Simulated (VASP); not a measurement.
All values below come from PBEsol GGA, VASP's PBE PAW potentials (set 64) (plane waves; VASP 6.6.1).

A VASP calculation is set up with these files.

**POSCAR**
```
Ti3Al
1.0
  5.6800945487  -0.0000000268   0.0000000000
 -2.8400468204   4.9191058925   0.0000000000
  0.0000000000   0.0000000000   4.6066877462
Ti Al
6 2
Cartesian
  2.8400475748   3.2553384719   1.1516719366
 -1.3991819815   4.0872221888   3.4550158097
  1.4408649925   0.8318836901   1.1516719366
  0.0000001535   1.6637673938   3.4550158097
  4.2392297098   0.8318836769   1.1516719366
  1.3991827358   4.0872221756   3.4550158097
 -0.0000025374   3.2794055591   1.1516719366
  2.8400502657   1.6397003066   3.4550158097
```

KPOINTS:
```
Automatic mesh
0
Gamma
6 6 6
0 0 0
```

**INCAR**
```
# general
SYSTEM =Ti3Al
PREC   =Accurate
ENCUT  =400   # plane-wave cut-off (eV)
LREAL  =.FALSE.   # projection in real space or not
LASPH  =.TRUE.

# electronic loop
EDIFF  =1E-6   # SCF stop (eV)
NELM   =100   # most electronic steps
ALGO   =Normal   # blocked Davidson
LMAXMIX=4   # l cut-off of mixed one-centre charges

# smearing
ISMEAR =1
SIGMA  =0.1   # width (eV)

# functional
GGA    =PS   # PBEsol

# ions
IBRION =2   # conjugate gradients
NSW    =60   # most ionic steps
ISIF   =3
EDIFFG =-0.02

# output
LWAVE  =.FALSE.
LCHARG =.FALSE.
```

POTCAR, in this order: Ti_sv Al (PBE.64 set). Program: vasp_std.

Problem. What does the run give for the energy per atom (σ→0), volume per atom, band gap (on the k-mesh)?

Solution. 
```
Quantity                                                    Result
------------------------  ----------------------------------------
energy per atom (σ→0)                               -7557 meV/atom
band gap (on the k-mesh)  none (metal, semimetal or under 0.01 eV)
volume per atom                                     16.06 Å^3/atom
```

**OSZICAR**
```
...
DAV:   2    -0.604561513708E+02   -0.20546E-02   -0.57584E-02  2824   0.163E+00    0.207E-01
DAV:   3    -0.604557039955E+02    0.44738E-03   -0.40759E-03  3502   0.504E-01    0.872E-02
DAV:   4    -0.604556339515E+02    0.70044E-04   -0.10500E-03  3666   0.152E-01    0.164E-02
DAV:   5    -0.604556658071E+02   -0.31856E-04   -0.12654E-04  3586   0.540E-02    0.200E-02
DAV:   6    -0.604556776794E+02   -0.11872E-04   -0.21780E-05  2882   0.183E-02    0.144E-02
DAV:   7    -0.604556954716E+02   -0.17792E-04   -0.50466E-05  3392   0.284E-02    0.431E-03
DAV:   8    -0.604556954687E+02    0.28267E-08   -0.61616E-06  2476   0.113E-02
   6 F= -.60455695E+02 E0= -.60455969E+02  d E =-.188863E-03
```

The structure was generated: Ti3Al was put into the D019 type (P6_3/mmc), which need not be its known phase. This run relaxes it. Symmetry was kept, so distortions that lower it aren't found. The start is the result of an earlier pass.
